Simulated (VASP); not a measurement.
Output of a VASP run:

OSZICAR:
```
       N       E                     dE             d eps       ncg     rms          rms(c)
DAV:   1     0.179807413072E+01    0.17981E+01   -0.84917E+03  2288   0.133E+03
DAV:   2    -0.627872160911E+02   -0.64585E+02   -0.61131E+02  2999   0.268E+02
DAV:   3    -0.651194726137E+02   -0.23323E+01   -0.22921E+01  2912   0.445E+01
DAV:   4    -0.651416909576E+02   -0.22218E-01   -0.22182E-01  2789   0.420E+00
DAV:   5    -0.651420449008E+02   -0.35394E-03   -0.35386E-03  2992   0.404E-01    0.572E+01
DAV:   6    -0.575903465144E+02    0.75517E+01   -0.10441E+01  2700   0.277E+01    0.407E+01
DAV:   7    -0.590908096612E+02   -0.15005E+01   -0.97892E-01  2751   0.994E+00    0.241E+01
DAV:   8    -0.558680225741E+02    0.32228E+01   -0.65368E-01  2606   0.925E+00    0.930E+00
DAV:   9    -0.581446750885E+02   -0.22767E+01   -0.76976E-01  2615   0.973E+00    0.402E+00
DAV:  10    -0.582297064887E+02   -0.85031E-01   -0.30116E-01  2698   0.499E+00    0.249E+00
DAV:  11    -0.582124623260E+02    0.17244E-01   -0.18591E-02  2551   0.145E+00    0.154E+00
DAV:  12    -0.582117111529E+02    0.75117E-03   -0.14298E-02  2703   0.834E-01    0.478E-01
DAV:  13    -0.582115767560E+02    0.13440E-03   -0.21792E-03  2675   0.415E-01    0.564E-02
DAV:  14    -0.582119025812E+02   -0.32583E-03   -0.30469E-04  2537   0.188E-01    0.485E-02
DAV:  15    -0.582118520184E+02    0.50563E-04   -0.12982E-04  2941   0.119E-01    0.550E-02
DAV:  16    -0.582118787812E+02   -0.26763E-04   -0.10767E-05  2581   0.439E-02    0.580E-02
DAV:  17    -0.582118838154E+02   -0.50342E-05   -0.40988E-05  2753   0.618E-02    0.412E-02
DAV:  18    -0.582119049760E+02   -0.21161E-04   -0.31596E-06  2710   0.217E-02    0.179E-02
DAV:  19    -0.582119028865E+02    0.20895E-05   -0.42118E-07  2506   0.684E-03    0.997E-03
DAV:  20    -0.582119061832E+02   -0.32967E-05   -0.11570E-06  2783   0.803E-03    0.983E-04
DAV:  21    -0.582119040053E+02    0.21778E-05   -0.64617E-08  1336   0.323E-03    0.995E-04
DAV:  22    -0.582119044699E+02   -0.46459E-06   -0.19543E-08  1291   0.120E-03    0.402E-04
DAV:  23    -0.582119042123E+02    0.25765E-06   -0.34414E-09  1267   0.718E-04    0.343E-04
DAV:  24    -0.582119043276E+02   -0.11533E-06   -0.81775E-10  1231   0.236E-04    0.598E-05
DAV:  25    -0.582119042632E+02    0.64341E-07   -0.13796E-10  1216   0.123E-04
   1 F= -.58211904E+02 E0= -.58211844E+02  d E =-.180506E-03
```

File OUTCAR:
```
------------------------ aborting loop because EDIFF is reached ----------------------------------------
  FORCE on cell =-STRESS in cart. coord.  units (eV):
  Direction    XX          YY          ZZ          XY          YZ          ZX
  --------------------------------------------------------------------------------------
  Total        1.3030936      1.3030936      1.3030936     -0.0000000      0.0000000      0.0000000
  in kB       93.7466724     93.7466724     93.7466724     -0.0000000      0.0000000      0.0000000
  external PRESSURE =      93.7466724 kB  Pullay stress =       0.0000000 kB
  volume of cell :       22.27
      direct lattice vectors                 reciprocal lattice vectors
     0.000000000  2.233058564  2.233058564    -0.223908145  0.223908145  0.223908145
     2.233058564  0.000000000  2.233058564     0.223908145 -0.223908145  0.223908145
     2.233058564  2.233058564  0.000000000     0.223908145  0.223908145 -0.223908145
 POSITION                                       TOTAL-FORCE (eV/Angst)
 -----------------------------------------------------------------------------------
      0.00000      0.00000      0.00000        -0.000000     -0.000000      0.000000
      2.23306      2.23306      2.23306         0.000000      0.000000      0.000000
 -----------------------------------------------------------------------------------
    total drift:                                0.000000     -0.000000     -0.000000
  FREE ENERGIE OF THE ION-ELECTRON SYSTEM (eV)
  ---------------------------------------------------
  free  energy   TOTEN  =       -58.2119042632 eV

  energy  without entropy=      -58.2117237570  energy(sigma->0) =      -58.21184409
```
(Selected blocks of OUTCAR.)

POSCAR:
```
HfN
1
    0.0000000000     2.2330585640     2.2330585640
    2.2330585640     0.0000000000     2.2330585640
    2.2330585640     2.2330585640     0.0000000000
Hf N
1 1
Direct
  0.0000000000   0.0000000000   0.0000000000
  0.5000000000   0.5000000000   0.5000000000
```

**Question.** Write an INCAR and KPOINTS that could have produced this output.

**Answer.** One answer among several that fit: the input of the run itself, r2SCAN meta-GGA, plane waves, VASP's PBE PAW potentials (set 64).

**INCAR**
```
# general
SYSTEM  = HfN
PREC    = Accurate
ENCUT   = 520   # plane-wave cut-off (eV)
LREAL   = F   # projection in real space or not
LASPH   = T   # aspherical one-centre terms

# electronic loop
EDIFF   = 1E-7
NELM    = 100   # most electronic steps
ALGO    = Normal   # blocked Davidson
LMAXMIX = 6   # l cut-off of mixed one-centre charges
LMIXTAU = T

# smearing
ISMEAR  = 1   # Methfessel-Paxton
SIGMA   = 0.1

# functional
METAGGA = R2SCAN

# ions
ISIF    = 2   # forces and stress, cell fixed

# output
LWAVE   = F
LCHARG  = F
```

### KPOINTS
```
K-points
0
Gamma
14 14 14
0 0 0
```

POTCAR, in this order: Hf_pv N (PBE.64 set). Program: vasp_std.

The compound is HfN in the rock salt structure. This cell is one point of a volume scan, at 0.97 of the reference volume. The electron count is odd and the run is not spin-polarised, which forces a metal.
